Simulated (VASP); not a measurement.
# GeW (Fm-3m) in VASP: notebook

One crystal, GeW, is run at these levels: PBE; tasks: single point, relaxation of cell and atoms.

Program: VASP 6.6.1. These are calculated values, not measurements. Logs are shortened: lines on timing, memory, paths and dates and some standing lists are left out, and cuts for length are marked.

## 1. The undisturbed crystal

The structure is cubic, space group Fm-3m (No. 225). Conventional cell: a = 5.155 Å, b = 5.155 Å, c = 5.155 Å, α = 90.00°, β = 90.00°, γ = 90.00°. Around Ge (site symmetry m-3m) lie 6 W at 2.58 Å. Around W (site symmetry m-3m) lie 6 Ge at 2.58 Å.

The cell was built by a generator and needn't be a form met in nature.

## 2. Single point, PBE (random cell by space group and Wyckoff sites (Fm-3m, No. 225))

File INCAR:

```
PREC = Accurate
ENCUT = 520
EDIFF = 1E-6
ISMEAR = 0
SIGMA = 0.1
LREAL = False
LASPH = True
NELM = 80
ALGO = Fast
ISIF = 2
LWAVE = False
LCHARG = False
GGA = PE
NBANDS = 21
```

File KPOINTS:

```
regular mesh
0
Gamma
  18 18 18
```

File POSCAR:

```
GeW
1.0
    0.0000000000      2.5776111914      2.5776111914
    2.5776111914      0.0000000000      2.5776111914
    2.5776111914      2.5776111914      0.0000000000
Ge W
1 1
Direct
    0.5000000000      0.5000000000      0.5000000000
    0.0000000000      0.0000000000      0.0000000000
```

Potentials or basis: VASP PAW PBE potentials, release 64 (Ge_d, W_sv).

Command:

```bash
$ cat potpaw_PBE.64/Ge_d/POTCAR potpaw_PBE.64/W_sv/POTCAR > POTCAR
$ mpirun -np 1 vasp_std > vasp.out
```

OUTCAR:

```text
PREC = Accurate
   ENCUT = 520
   EDIFF = 1E-6
   ISMEAR = 0
   LREAL = False
   LASPH = True
   NELM = 80
   ISIF = 2
   GGA = PE

 ion  position               nearest neighbor table
   1  0.500  0.500  0.500-   2 2.58   2 2.58   2 2.58   2 2.58   2 2.58   2 2.58
   2  0.000  0.000  0.000-   1 2.58   1 2.58   1 2.58   1 2.58   1 2.58   1 2.58

  LATTYP: Found a face centered cubic cell.
 ALAT       =     5.1552223828

  Lattice vectors:

 A1 = (   0.0000000000,   2.5776111914,   2.5776111914)
 A2 = (   2.5776111914,   0.0000000000,   2.5776111914)
 A3 = (   2.5776111914,   2.5776111914,   0.0000000000)

Analysis of symmetry for initial positions (statically):
=====================================================================
 Subroutine PRICEL returns:
 Original cell was already a primitive cell.

 Routine SETGRP: Setting up the symmetry group for a
 face centered cubic supercell.

 Subroutine GETGRP returns: Found 48 space group operations
 (whereof 48 operations were pure point group operations)
 out of a pool of 48 trial point group operations.

The static configuration has the point symmetry O_h .

Analysis of symmetry for dynamics (positions and initial velocities):
=====================================================================
 Subroutine PRICEL returns:
 Original cell was already a primitive cell.

 Routine SETGRP: Setting up the symmetry group for a
 face centered cubic supercell.

 Subroutine GETGRP returns: Found 48 space group operations
 (whereof 48 operations were pure point group operations)
 out of a pool of 48 trial point group operations.

The dynamic configuration has the point symmetry O_h .

 Subroutine INISYM returns: Found 48 space group operations
 (whereof 48 operations are pure point group operations),
 and found     1 'primitive' translations

----------------------------------------------------------------------------------------

                                     Primitive cell

  volume of cell :      34.2517

  direct lattice vectors                    reciprocal lattice vectors
     0.000000000  2.577611191  2.577611191    -0.193978053  0.193978053  0.193978053
     2.577611191  0.000000000  2.577611191     0.193978053 -0.193978053  0.193978053
     2.577611191  2.577611191  0.000000000     0.193978053  0.193978053 -0.193978053

  length of vectors
     3.645292705  3.645292705  3.645292705     0.335979843  0.335979843  0.335979843

  position of ions in fractional coordinates (direct lattice)
     0.500000000  0.500000000  0.500000000
     0.000000000  0.000000000  0.000000000

  ion indices of the primitive-cell ions
   primitive index   ion index
                 1           1
                 2           2

----------------------------------------------------------------------------------------

 KPOINTS: regular mesh

Automatic generation of k-mesh.
 Grid dimensions read from file:
 generate k-points for:   18   18   18

 Generating k-lattice:

  Cartesian coordinates                     Fractional coordinates (reciprocal lattice)
    -0.010776558  0.010776558  0.010776558     0.055555556  0.000000000  0.000000000
     0.010776558 -0.010776558  0.010776558     0.000000000  0.055555556  0.000000000
     0.010776558  0.010776558 -0.010776558     0.000000000  0.000000000  0.055555556

  Length of vectors
     0.018665547  0.018665547  0.018665547

  Shift w.r.t. Gamma in fractional coordinates (k-lattice)
     0.000000000  0.000000000  0.000000000

 Subroutine IBZKPT returns following result:
 ===========================================

 Found    195 irreducible k-points:

 Following reciprocal coordinates:
            Coordinates               Weight
  0.000000  0.000000  0.000000      1.000000
  0.055556  0.000000  0.000000      8.000000
  0.111111  0.000000  0.000000      8.000000
  0.166667  0.000000  0.000000      8.000000
  0.222222  0.000000  0.000000      8.000000
  0.277778  0.000000  0.000000      8.000000
[... 16 lines left out ...]
 -0.277778  0.055556  0.000000     24.000000
 -0.222222  0.055556  0.000000     24.000000
 [... further k-points ...]
   k-points           NKPTS =    195   k-points in BZ     NKDIM =    195   number of bands    NBANDS=     21
   number of dos      NEDOS =    301   number of ions     NIONS =      2
   total plane-waves  NPLWV =  21952
   dimension x,y,z NGX =    28 NGY =   28 NGZ =   28
   dimension x,y,z NGXF=    56 NGYF=   56 NGZF=   56
   ions per type =               1   1
   NGX,Y,Z   is equivalent  to a cutoff of  12.77, 12.77, 12.77 a.u.
   NGXF,Y,Z  is equivalent  to a cutoff of  25.54, 25.54, 25.54 a.u.
 SYSTEM =  unknown system
   PREC   = accura    normal or accurate (medium, high low for compatibility)
   ISTART =      0    job   : 0-new  1-cont  2-samecut
   ICHARG =      2    charge: 1-file 2-atom 10-const
   ISPIN  =      1    spin polarized calculation?
   LNONCOLLINEAR =      F non collinear calculations
   LSORBIT =      F    spin-orbit coupling
   LASPH  =      T    aspherical Exc in radial PAW
   ENCUT  =  520.0 eV  38.22 Ry    6.18 a.u.   6.78  6.78  6.78*2*pi/ulx,y,z
   NELM   =     80;   NELMIN=  2; NELMDL= -5     # of ELM steps
   EDIFF  = 0.1E-05   stopping-criterion for ELM
   LREAL  =      F    real-space projection
   EDIFFG = 0.1E-04   stopping-criterion for IOM
   NSW    =      0    number of steps for IOM
   IBRION =     -1    ionic relax: 0-MD 1-quasi-New 2-CG
   NFREE  =      0    steps in history (QN), initial steepest desc. (CG)
   ISIF   =      2    stress and relaxation
   ISYM   =      2    0-nonsym 1-usesym 2-fastsym
   POTIM  = 0.5000    time-step for ionic-motion
   TEBEG  =    0.0;   TEEND  =   0.0 temperature during run
   PSTRESS=    0.0 pullay stress
   NELECT =      28.0000    total number of electrons
   NUPDOWN=      -1.0000    fix difference up-down
   EMIN   =  10.00;   EMAX   =-10.00  energy-range for DOS
   EFERMI =   0.00;   METHOD = LEGACY
   ISMEAR =     0;   SIGMA  =   0.10  broadening in eV -4-tet -1-fermi 0-gaus
   EFERMI_NEDOS =   21; number of points for ismear=-14 and -15
   IALGO  =     68    algorithm
   IMIX   =      4    mixing-type and parameters
     AMIX     =   0.40;   BMIX     =  1.00
     AMIX_MAG =   1.60;   BMIX_MAG =  1.00
  volume/ion in A,a.u.               =      17.13       115.57
  Fermi-wavevector in a.u.,A,eV,Ry     =   1.530735  2.892670 31.880499  2.343151
  Thomas-Fermi vector in A             =   2.638177
   LORBIT       =      0    0 simple, 1 ext, 2 COOP (PROOUT), +10 PAW based schemes
   GGA     = PE    functional components
   LHFCALC =     F    Hartree Fock is set to
   AEXX    =    0.0000 exact exchange contribution
   IVDW    =     0    specifies the selected vdW correction
   LEPSILON=     F    determine dielectric tensor
   LRPA    =     F    only Hartree local field effects (RPA)
 non-spin polarized calculation
 RMM-DIIS sequential band-by-band and
 Gauss-broadening in eV      SIGMA  =   0.10
  energy-cutoff  :      520.00
  volume of cell :       34.25
 maximum number of plane-waves:       944
   NGX = 13   NGY = 13   NGZ = 13

 number of electron      27.9999991 magnetization

 Free energy of the ion-electron system (eV)
  ---------------------------------------------------
  ext. energy  EPLUGINS =         0.00000000
  ---------------------------------------------------
  free energy    TOTEN  =       -15.72219523 eV

  energy without entropy =      -15.71428785  energy(sigma->0) =      -15.71824154

 E-fermi :   9.1341     XC(G=0): -12.4185

 val. band max:        9.1324466834   @ k =  -0.4444   0.2222   0.1111
 cond. band min:       9.1352272923   @ k =  -0.3889   0.3333   0.1667
 fundamental gap:      0.0027806090
 Fermi energy:         9.1340572937

 k-point     1 :       0.0000    0.0000    0.0000
  band No.  band energies     occupation
      1     -65.4334      2.00000
      2     -29.6209      2.00000
      3     -29.6209      2.00000
      4     -29.6209      2.00000
      5     -15.4034      2.00000
      6     -15.4034      2.00000
[... 13 lines left out ...]
     20      17.2727      0.00000
     21      24.2797      0.00000

 k-point     2 :       0.0556    0.0000    0.0000
  band No.  band energies     occupation
      1     -65.4333      2.00000
      2     -29.6240      2.00000
      3     -29.6215      2.00000
      4     -29.6215      2.00000
      5     -15.4023      2.00000
      6     -15.4023      2.00000
[... 13 lines left out ...]
     20      17.3807      0.00000
     21      23.1264      0.00000

 k-point     3 :       0.1111    0.0000    0.0000
  band No.  band energies     occupation
      1     -65.4330      2.00000
      2     -29.6330      2.00000
      3     -29.6231      2.00000
      4     -29.6231      2.00000
      5     -15.3990      2.00000
      6     -15.3990      2.00000
[... 13 lines left out ...]
     20      17.7239      0.00000
     21      21.9242      0.00000

 k-point     4 :       0.1667    0.0000    0.0000
  band No.  band energies     occupation
      1     -65.4325      2.00000
      2     -29.6466      2.00000
      3     -29.6256      2.00000
      4     -29.6256      2.00000
      5     -15.3941      2.00000
      6     -15.3941      2.00000
[... 13 lines left out ...]
     20      18.6011      0.00000
     21      21.2479      0.00000

 k-point     5 :       0.2222    0.0000    0.0000
  band No.  band energies     occupation
      1     -65.4320      2.00000
      2     -29.6633      2.00000
      3     -29.6286      2.00000
      4     -29.6286      2.00000
      5     -15.3880      2.00000
      6     -15.3880      2.00000
[... 13 lines left out ...]
     20      19.5723      0.00000
     21      20.6769      0.00000
[... 382 lines left out ...]
     20      17.8820      0.00000
     21      18.6661      0.00000

 k-point    22 :      -0.3333    0.0556    0.0000
  band No.  band energies     occupation
      1     -65.4307      2.00000
      2     -29.7020      2.00000
      3     -29.6384      2.00000
      4     -29.6354      2.00000
      5     -15.3771      2.00000
      6     -15.3712      2.00000
[... 13 lines left out ...]
     20      18.2656      0.00000
     21      18.8545      0.00000

 k-point    23 :      -0.2778    0.0556    0.0000
  band No.  band energies     occupation
      1     -65.4312      2.00000
      2     -29.6867      2.00000
      3     -29.6356      2.00000
      4     -29.6323      2.00000
      5     -15.3829      2.00000
      6     -15.3762      2.00000
[... 13 lines left out ...]
     20      19.2165      0.00000
     21      19.2580      0.00000

 k-point    24 :      -0.2222    0.0556    0.0000
  band No.  band energies     occupation
      1     -65.4318      2.00000
      2     -29.6697      2.00000
      3     -29.6323      2.00000
      4     -29.6291      2.00000
      5     -15.3889      2.00000
      6     -15.3823      2.00000
[... 13 lines left out ...]
     20      19.4004      0.00000
     21      20.4149      0.00000

 [... further k-points ...]

------------------------ aborting loop because EDIFF is reached ----------------------------------------

  FORCE on cell =-STRESS in cart. coord.  units (eV):
  Direction    XX          YY          ZZ          XY          YZ          ZX
  --------------------------------------------------------------------------------------
  -------------------------------------------------------------------------------------
  Total        0.0497059      0.0497059      0.0497059      0.0000000      0.0000000      0.0000000
  in kB        2.3250694      2.3250694      2.3250694      0.0000000      0.0000000      0.0000000
  external PRESSURE =       2.3250694 kB  Pullay stress =       0.0000000 kB

 VOLUME and BASIS-vectors are now :
 -----------------------------------------------------------------------------
  energy-cutoff  :      520.00
  volume of cell :       34.25
      direct lattice vectors                 reciprocal lattice vectors
     0.000000000  2.577611191  2.577611191    -0.193978053  0.193978053  0.193978053
     2.577611191  0.000000000  2.577611191     0.193978053 -0.193978053  0.193978053
     2.577611191  2.577611191  0.000000000     0.193978053  0.193978053 -0.193978053

 POSITION                                       TOTAL-FORCE (eV/Angst)
 -----------------------------------------------------------------------------------
      2.57761      2.57761      2.57761        -0.000000     -0.000000     -0.000000
      0.00000      0.00000      0.00000         0.000000      0.000000      0.000000
 -----------------------------------------------------------------------------------
    total drift:                                0.000000      0.000000      0.000000

  FREE ENERGIE OF THE ION-ELECTRON SYSTEM (eV)
  ---------------------------------------------------
  free  energy   TOTEN  =       -15.7221952267 eV

  energy  without entropy=      -15.7142878507  energy(sigma->0) =      -15.71824154
```

Run time: 2.1 min. Hardware: 1 thread of Intel Xeon Platinum 8488C (Sapphire Rapids), shared host; peak memory 0.26 GiB.

Results:

| Item | Value |
| --- | --- |
| Free energy | -15.7222 eV |
| Pressure | 0.2 GPa |
| Band gap on the k mesh | none (metal or under the smearing width) |

Spin-orbit coupling is left out, which matters for the levels of W.

## 3. Relaxation of cell and atoms, PBE (random cell by space group and Wyckoff sites (Fm-3m, No. 225))

File INCAR:

```
SYSTEM = GeW
ALGO = Fast
EDIFF = 1E-7
EDIFFG = -0.01
ENCUT = 600
GGA = PE
IBRION = 2
ISIF = 3
ISMEAR = 0
LASPH = .TRUE.
LCHARG = .FALSE.
LREAL = .FALSE.
LWAVE = .FALSE.
NELM = 60
NSW = 100
PREC = Accurate
SIGMA = 0.1
```

File KPOINTS:

```
k-points
0
G
  18 18 18
  0 0 0
```

File POSCAR:

```
GeW
1.0
    0.0000000000      2.5783300889      2.5783300889
    2.5783300889      0.0000000000      2.5783300889
    2.5783300889      2.5783300889      0.0000000000
Ge W
1 1
Direct
    0.5000000000      0.5000000000      0.5000000000
    0.0000000000      0.0000000000      0.0000000000
```

Potentials or basis: VASP PAW PBE potentials, release 64 (Ge_d, W_sv).

Command:

```bash
$ cat potpaw_PBE.64/Ge_d/POTCAR potpaw_PBE.64/W_sv/POTCAR > POTCAR
$ mpirun -np 1 vasp_std > vasp.out
```

Wall time 5.3 min (1 thread of Intel Xeon Platinum 8488C (Sapphire Rapids), shared host); peak memory 0.3 GiB.

It converged, with:

```
Free energy                            : -15.7226 eV
Relaxed volume                         : 17.16 Å³/atom
Relaxed cell                           : a = 3.647 Å, b = 3.647 Å, c = 3.647 Å, α = 60.00°, β = 60.00°, γ = 60.00°
Space group after relaxing (to 0.05 Å) : Fm-3m (No. 225)
Energy gained by relaxing              : 0.0 meV/atom
Ionic steps                            : 3
Pressure after relaxing                : 0.0 GPa
Band gap on the k mesh                 : none (metal or under the smearing width)
```

Final structure:
```cif
data_structure
_symmetry_space_group_name_H-M 'P 1'
_symmetry_Int_Tables_number 1
_cell_length_a 3.6474
_cell_length_b 3.6474
_cell_length_c 3.6474
_cell_angle_alpha 60.000
_cell_angle_beta 60.000
_cell_angle_gamma 60.000
_cell_volume 34.31
loop_
_atom_site_label
_atom_site_type_symbol
_atom_site_fract_x
_atom_site_fract_y
_atom_site_fract_z
_atom_site_occupancy
Ge1 Ge 0.50000 0.50000 0.50000 1
W1 W 0.00000 0.00000 0.00000 1
```

Levels at points of the mesh, in eV from the Fermi level:
```
           k point  band 10  band 11  band 12  band 13  band 14  band 15  band 16  band 17  band 18
(0.00, 0.00, 0.00)   -12.39    -1.68    -1.68    -1.68    -0.94    -0.94     2.34     2.34     2.34
(0.50, 0.00, 0.00)    -8.77    -7.07    -3.80    -3.80     0.43     0.43     1.16     4.53     7.49
(0.50, 0.50, 0.00)    -9.77    -4.30    -3.44    -0.50    -0.50     0.03     1.11     1.11     1.44
```

The run has no spin-orbit coupling, so splittings on W are missing.
